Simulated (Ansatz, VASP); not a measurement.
## Cross-check of Y between VASP and Ansatz

One calculation is typed for both programs; each brings its own data sets. How far apart do they land? The cell is taken from a series of runs on this material, whose earlier steps may have relaxed, scaled, displaced or heated it; both programs get it as it stands.

Calculated with Ansatz 0.2.0; plane waves, with VASP 6.6.1 beside it; zone-centre phonons at PBEsol.

## 1. The starting structure

The structure is hexagonal, space group P6_3/mmc (No. 194). Conventional cell: a = 3.670 Å, b = 3.670 Å, c = 5.688 Å, α = 90.00°, β = 90.00°, γ = 120.00°. Nearest to Y lie 12 Y at 3.55 to 3.67 Å.

## 2. VASP: zone-centre phonons, PBEsol

Second derivatives magnify differences that forces hide, and they need a tight electronic threshold.

Lines of VASP's logs that name or quote its potential files are left out, and so is its time.

INCAR reads:

```
SYSTEM = Y
PREC = Accurate
ENCUT = 500
EDIFF = 1E-08
NELM = 120
ISMEAR = 1
SIGMA = 0.2
LREAL = .FALSE.
ALGO = Normal
GGA = PS
NBANDS = 17
LASPH = .TRUE.
LORBIT = 11
LWAVE = .FALSE.
LCHARG = .FALSE.
ISIF = 2
IBRION = 8
GGA_COMPAT = .FALSE.
KPAR = 2
```

POSCAR reads:

```
Y
1.0
    3.6700726504      0.0000000000      0.0000000000
   -1.8350363252      3.1783761490      0.0000000000
    0.0000000000      0.0000000000      5.6883550559
Y
2
Direct
    0.3333333333      0.6666666667      0.2500000000
    0.6666666667      0.3333333333      0.7500000000
```

KPOINTS reads:

```
Automatic mesh
0
Gamma
15 15 8
0 0 0
```

PAW data sets: Y_sv (PBE family, release 64).

Run with:

```sh
$ mpirun -np 2 vasp_std
```

Numbers of over 12 decimals in the logs are rounded to 6 here.

The program printed:

```text
[banner, memory and clock lines left out]
running    2 mpi-ranks, on    1 nodes
 distrk:  each k-point on    1 cores,    2 groups
 distr:  one band on    1 cores,    1 groups

 POSCAR found type information on POSCAR Y
 POSCAR found :  1 types and       2 ions
|                                                                             |
|               ----> ADVICE to this user running VASP <----                  |
|                                                                             |
|     You enforced a specific xc type in the INCAR file but a different       |
|     [... a line on the potential file left out ...]
|     I HOPE YOU KNOW WHAT YOU ARE DOING!                                     |
|                                                                             |

 LDA part: xc-table for (Slater+PW92), standard interpolation
 POSCAR, INCAR and KPOINTS ok, starting setup
 FFT: planning ... GRIDC
 FFT: planning ... GRID_SOFT
 FFT: planning ... GRID
 WAVECAR not read
 entering main loop
       N       E                     dE             d eps       ncg     rms          rms(c)
DAV:   1     0.849532478222E+02    0.84953E+02   -0.11165E+04  4598   0.119E+03
DAV:   2    -0.681090722448E+01   -0.91764E+02   -0.90541E+02  5773   0.260E+02
DAV:   3    -0.139206247607E+02   -0.71097E+01   -0.70472E+01  8337   0.438E+01
DAV:   4    -0.140928861286E+02   -0.17226E+00   -0.17216E+00  5535   0.710E+00
DAV:   5    -0.140969692231E+02   -0.40831E-02   -0.40825E-02  6903   0.824E-01    0.329E+01
DAV:   6    -0.137002941958E+02    0.39668E+00   -0.48466E-01  4951   0.434E+00    0.204E+01
DAV:   7    -0.136226730352E+02    0.77621E-01   -0.93049E-01  5948   0.551E+00    0.180E+00
DAV:   8    -0.136100142458E+02    0.12659E-01   -0.17052E-01  5682   0.246E+00    0.108E+00
DAV:   9    -0.136092080396E+02    0.80621E-03   -0.45873E-03  6667   0.434E-01    0.409E-01
DAV:  10    -0.136093196213E+02   -0.11158E-03   -0.16872E-03  5211   0.382E-01    0.283E-01
DAV:  11    -0.136092769012E+02    0.42720E-04   -0.99027E-05  6998   0.868E-02    0.429E-02
DAV:  12    -0.136092709594E+02    0.59419E-05   -0.26781E-05  5200   0.464E-02    0.170E-02
DAV:  13    -0.136092726867E+02   -0.17273E-05   -0.51953E-06  5586   0.205E-02    0.262E-03
DAV:  14    -0.136092728375E+02   -0.15081E-06   -0.16879E-07  6908   0.299E-03    0.310E-04
DAV:  15    -0.136092728006E+02    0.36926E-07   -0.63916E-09  4030   0.586E-04    0.169E-04
DAV:  16    -0.136092727977E+02    0.28795E-08   -0.75754E-10  3248   0.212E-04
   1 F= -.13609273E+02 E0= -.13608301E+02  d E =-.291477E-02
 Linear response reoptimize wavefunctions to high precision
DAV:   1    -0.136092727953E+02    0.23920E-08   -0.29889E-10  3462   0.116E-04
DAV:   2    -0.136092727953E+02    0.11823E-10   -0.92801E-11  3027   0.606E-05
 Linear response DOF=           2
 Linear response progress:
  Degree of freedom:   1/  2
       N       E                     dE             d eps       ncg     rms          rms(c)
RMM:   1    -0.272811228329E+00   -0.27281E+00    0.41023E+00 22608   0.109E+01
RMM:   2    -0.260860382540E+00    0.11951E-01   -0.19664E-01 33381   0.203E+00    0.162E-01
RMM:   3    -0.262375885619E+00   -0.15155E-02   -0.15269E-02 38577   0.605E-01    0.758E-02
RMM:   4    -0.262735774970E+00   -0.35989E-03   -0.25976E-03 45940   0.218E-01    0.299E-02
RMM:   5    -0.262793852667E+00   -0.58078E-04   -0.46337E-04 47371   0.911E-02    0.173E-02
RMM:   6    -0.262714812124E+00    0.79041E-04   -0.10796E-04 48650   0.373E-02    0.628E-03
RMM:   7    -0.262667503381E+00    0.47309E-04   -0.10150E-04 48554   0.182E-02    0.211E-03
RMM:   8    -0.262654307215E+00    0.13196E-04   -0.10552E-04 49334   0.101E-02    0.163E-03
RMM:   9    -0.262637708916E+00    0.16598E-04   -0.81663E-05 48801   0.674E-03    0.573E-04
RMM:  10    -0.262641033224E+00   -0.33243E-05   -0.60220E-05 49467   0.466E-03    0.721E-04
RMM:  11    -0.262638074074E+00    0.29592E-05   -0.37921E-05 48685   0.358E-03    0.182E-04
RMM:  12    -0.262639340070E+00   -0.12660E-05   -0.25956E-05 49743   0.286E-03    0.367E-04
RMM:  13    -0.262638361807E+00    0.97826E-06   -0.17774E-05 48303   0.241E-03    0.914E-05
RMM:  14    -0.262637950364E+00    0.41144E-06   -0.13046E-05 48888   0.206E-03    0.117E-04
RMM:  15    -0.262638079075E+00   -0.12871E-06   -0.93996E-06 49062   0.179E-03    0.198E-04
RMM:  16    -0.262638413461E+00   -0.33439E-06   -0.71785E-06 48247   0.160E-03    0.335E-04
RMM:  17    -0.262638424143E+00   -0.10682E-07   -0.55351E-06 47919   0.143E-03    0.363E-04
RMM:  18    -0.262638491146E+00   -0.67003E-07   -0.43844E-06 47658   0.130E-03    0.419E-04
RMM:  19    -0.262638206862E+00    0.28428E-06   -0.34924E-06 46397   0.120E-03    0.346E-04
RMM:  20    -0.262638305976E+00   -0.99114E-07   -0.28676E-06 47881   0.109E-03    0.389E-04
 first order change of Fermi-energy   0.30282E-04
 force on displaced ion       1 direction 1 :  -1.257  -0.001   0.000
 Linear response progress:
  Degree of freedom:   2/  2
       N       E                     dE             d eps       ncg     rms          rms(c)
RMM:   1    -0.312487596161E+00   -0.31249E+00    0.42195E+00  7659   0.109E+01
RMM:   2    -0.303623202977E+00    0.88644E-02   -0.20117E-01 11444   0.199E+00    0.306E-01
RMM:   3    -0.306116147579E+00   -0.24929E-02   -0.14686E-02 12842   0.581E-01    0.154E-01
RMM:   4    -0.306682471390E+00   -0.56632E-03   -0.21046E-03 14764   0.219E-01    0.309E-02
RMM:   5    -0.306613281290E+00    0.69190E-04   -0.40976E-04 15444   0.921E-02    0.179E-02
RMM:   6    -0.306496835978E+00    0.11645E-03   -0.89789E-05 16174   0.400E-02    0.782E-03
RMM:   7    -0.306365094347E+00    0.13174E-03   -0.33595E-05 15978   0.166E-02    0.579E-03
RMM:   8    -0.306346259108E+00    0.18835E-04   -0.30991E-05 15869   0.882E-03    0.118E-03
RMM:   9    -0.306332777185E+00    0.13482E-04   -0.21804E-05 16459   0.518E-03    0.576E-04
RMM:  10    -0.306327238680E+00    0.55385E-05   -0.18995E-05 16323   0.329E-03    0.227E-04
RMM:  11    -0.306328575553E+00   -0.13369E-05   -0.10865E-05 16413   0.237E-03    0.153E-04
RMM:  12    -0.306328679433E+00   -0.10388E-06   -0.69650E-06 16485   0.184E-03    0.230E-04
RMM:  13    -0.306329872023E+00   -0.11926E-05   -0.46693E-06 16147   0.153E-03    0.341E-04
RMM:  14    -0.306330046664E+00   -0.17464E-06   -0.33871E-06 15994   0.131E-03    0.413E-04
RMM:  15    -0.306330254723E+00   -0.20806E-06   -0.19965E-06 15980   0.115E-03    0.503E-04
RMM:  16    -0.306330534064E+00   -0.27934E-06   -0.14571E-06 15741   0.104E-03    0.603E-04
RMM:  17    -0.306330400026E+00    0.13404E-06   -0.75338E-07 15959   0.930E-04    0.635E-04
RMM:  18    -0.306330357161E+00    0.42865E-07   -0.45264E-07 15875   0.848E-04    0.649E-04
RMM:  19    -0.306330422959E+00   -0.65798E-07   -0.31258E-07 15843   0.781E-04    0.685E-04
 first order change of Fermi-energy   0.42716E-04
 force on displaced ion       1 direction 3 :  -0.000   0.000  -3.336
 Linear response finished
```

Parts of OUTCAR (step 2):

```text
ion  position               nearest neighbor table
   1  0.333  0.667  0.250-   2 3.55   2 3.55   2 3.55   2 3.55   2 3.55   2 3.55
   2  0.667  0.333  0.750-   1 3.55   1 3.55   1 3.55   1 3.55   1 3.55   1 3.55

  LATTYP: Found a hexagonal cell.
 ALAT       =     3.6700726504
 C/A-ratio  =     1.5499298237

 Subroutine GETGRP returns: Found 24 space group operations
 (whereof 12 operations were pure point group operations)

The static configuration has the point symmetry D_3d.
 The point group associated with its full space group is D_6h.

 Found    135 irreducible k-points:

   k-points           NKPTS =    135   k-points in BZ     NKDIM =    135   number of bands    NBANDS=     17

   dimension x,y,z NGX =    28 NGY =   28 NGZ =   42
   dimension x,y,z NGXF=    56 NGYF=   56 NGZF=   84

   ENCUT  =  500.0 eV  36.75 Ry    6.06 a.u.   6.69  6.69 10.37*2*pi/ulx,y,z

   NELECT =      22.0000    total number of electrons

 k-points in reciprocal lattice and weights: Automatic mesh
   0.00000000  0.00000000  0.00000000       0.001
   0.06666667  0.00000000  0.00000000       0.003
   0.13333333  0.00000000  0.00000000       0.003
   0.20000000  0.00000000  0.00000000       0.003
   0.26666667  0.00000000  0.00000000       0.003
   0.33333333  0.00000000  0.00000000       0.003
   0.40000000 -0.00000000  0.00000000       0.003
   0.46666667 -0.00000000  0.00000000       0.003
   0.06666667  0.06666667  0.00000000       0.003
[...]
0.33333333  0.26666667  0.50000000       0.007
   0.33333333  0.33333333  0.50000000       0.001

 average (electrostatic) potential at core
       1 -37.6555       2 -37.6555

  Total       -0.9868640     -0.9868640     -0.9903563      0.0000000      0.0000000     -0.0000000
  in kB      -23.8287493    -23.8287493    -23.9130744      0.0000000      0.0000000     -0.0000000
  external PRESSURE =     -23.8568577 kB  Pullay stress =       0.0000000 kB

  energy-cutoff  :      500.00
  volume of cell :       66.35
      direct lattice vectors                 reciprocal lattice vectors
     3.670072650  0.000000000  0.000000000     0.272474170  0.157313036  0.000000000
    -1.835036325  3.178376149  0.000000000     0.000000000  0.314626071  0.000000000
     0.000000000  0.000000000  5.688355056     0.000000000  0.000000000  0.175797746

 POSITION                                       TOTAL-FORCE (eV/Angst)
 -----------------------------------------------------------------------------------
     -0.00000      2.11892      1.42209         0.000000      0.000000      0.000000
      1.83504      1.05946      4.26627        -0.000000      0.000000      0.000000
 -----------------------------------------------------------------------------------
    total drift:                               -0.000000      0.000000     -0.000000

 Eigenvectors and eigenvalues of the dynamical matrix
 ----------------------------------------------------

   1 f  =    4.282477 THz    26.907597 2PiTHz  142.848058 cm-1    17.710894 meV
             X         Y         Z           dx          dy          dz
     -0.000000  2.118917  1.422089     0.000000    0.000000    0.707107
      1.835036  1.059459  4.266266     0.000000    0.000000   -0.707107

   2 f  =    2.629342 THz    16.520646 2PiTHz   87.705425 cm-1    10.874082 meV
             X         Y         Z           dx          dy          dz
     -0.000000  2.118917  1.422089    -0.000011    0.707107    0.000000
      1.835036  1.059459  4.266266     0.000011   -0.707107    0.000000

   3 f  =    2.629342 THz    16.520646 2PiTHz   87.705425 cm-1    10.874082 meV
             X         Y         Z           dx          dy          dz
     -0.000000  2.118917  1.422089    -0.707107   -0.000011    0.000000
      1.835036  1.059459  4.266266     0.707107    0.000011    0.000000

   4 f  =    0.000000 THz     0.000000 2PiTHz    0.000001 cm-1     0.000000 meV
             X         Y         Z           dx          dy          dz
     -0.000000  2.118917  1.422089     0.606833    0.348945   -0.099956
      1.835036  1.059459  4.266266     0.606833    0.348945   -0.099956

   5 f/i=    0.000000 THz     0.000000 2PiTHz    0.000000 cm-1     0.000000 meV
             X         Y         Z           dx          dy          dz
     -0.000000  2.118917  1.422089    -0.283263    0.333494   -0.555467
      1.835036  1.059459  4.266266    -0.283263    0.333494   -0.555467

   6 f/i=    0.000000 THz     0.000000 2PiTHz    0.000001 cm-1     0.000000 meV
             X         Y         Z           dx          dy          dz
     -0.000000  2.118917  1.422089    -0.226971    0.516739    0.425987
      1.835036  1.059459  4.266266    -0.226971    0.516739    0.425987

 ELASTIC MODULI CONTR FROM IONIC RELAXATION (kBar)
 Direction    XX          YY          ZZ          XY          YZ          ZX
 --------------------------------------------------------------------------------
 XX         -30.7523     30.7523     -0.0000     -0.0000     -0.0000      0.0000
 YY          30.7523    -30.7523      0.0000      0.0000     -0.0000      0.0000
 ZZ          -0.0000      0.0000     -0.0000     -0.0000      0.0000      0.0000
 XY          -0.0000      0.0000     -0.0000    -30.7523      0.0000      0.0000
 YZ          -0.0000     -0.0000      0.0000      0.0000     -0.0000      0.0000
 ZX           0.0000      0.0000      0.0000      0.0000      0.0000      0.0000
 --------------------------------------------------------------------------------
```

(Continued in part 2 of 2.)

[Lines on the potential files, build, host, timing and source positions are cut from VASP's logs without a mark.]

[Logs are printed without paths, hosts, clocks, repeated set-up lines and the standing remarks that a program may print on its own settings, such as how far it seeks lower states.]

[Hosts, paths, dates, database ids (printed as entryN), source tags and the programs' standing remarks are cut or masked in the printed files.]
